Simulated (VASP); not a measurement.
OSZICAR of a VASP run on Ag (relaxed from the hcp structure, space group P6_3/mmc):

### OSZICAR
```
       N       E                     dE             d eps       ncg     rms          rms(c)
DAV:   1     0.103877936631E+03    0.10388E+03   -0.10373E+04  2520   0.120E+03
DAV:   2    -0.619866337601E+01   -0.11008E+03   -0.10637E+03  2646   0.266E+02
DAV:   3    -0.733648301714E+01   -0.11378E+01   -0.11366E+01  3136   0.331E+01
DAV:   4    -0.733916997151E+01   -0.26870E-02   -0.26869E-02  2996   0.148E+00
DAV:   5    -0.733919148301E+01   -0.21512E-04   -0.21512E-04  3136   0.136E-01    0.840E+00
DAV:   6    -0.664634242577E+01    0.69285E+00   -0.21066E+00  2653   0.167E+01    0.498E+00
DAV:   7    -0.662427312243E+01    0.22069E-01   -0.22590E-02  2919   0.145E+00    0.276E+00
DAV:   8    -0.661606382353E+01    0.82093E-02   -0.11410E-03  2870   0.327E-01    0.147E-01
DAV:   9    -0.661608018018E+01   -0.16357E-04   -0.17889E-05  3171   0.369E-02    0.192E-02
DAV:  10    -0.661608945860E+01   -0.92784E-05   -0.29485E-06  2733   0.195E-02    0.925E-03
DAV:  11    -0.661608927930E+01    0.17930E-06   -0.88092E-08  1736   0.286E-03
   1 F= -.66160893E+01 E0= -.66159470E+01  d E =-.661609E+01
       N       E                     dE             d eps       ncg     rms          rms(c)
DAV:   1    -0.661646893680E+01   -0.37948E-03   -0.63931E-03  2604   0.895E-01    0.123E-01
DAV:   2    -0.661610796320E+01    0.36097E-03   -0.10094E-03  2639   0.373E-01    0.398E-02
DAV:   3    -0.661609735922E+01    0.10604E-04   -0.15999E-05  2926   0.407E-02    0.262E-02
DAV:   4    -0.661609467339E+01    0.26858E-05   -0.61688E-06  2653   0.241E-02    0.273E-03
DAV:   5    -0.661609475542E+01   -0.82032E-07   -0.34462E-07  1386   0.694E-03
   2 F= -.66160948E+01 E0= -.66159564E+01  d E =-.547612E-05
```

Task: Which electronic solver shows in the log?

Result: It is blocked Davidson (ALGO = Normal, or the opening steps of other solvers). The INCAR had ALGO = Normal.

Task: Can the final energy be trusted as converged?

Result: The calculation finished and met its thresholds. It stopped with EDIFF = 1E-6, NELM = 100, NSW = 60 and EDIFFG = -0.01 after 2 ionic steps (PBEsol GGA, plane waves, VASP's PBE PAW potentials (set 64)).

The structure was generated: Ag was put into the hcp type (P6_3/mmc), which need not be its known phase. This run relaxes it. Symmetry was kept, so distortions that lower it aren't found. The start is the result of an earlier pass.
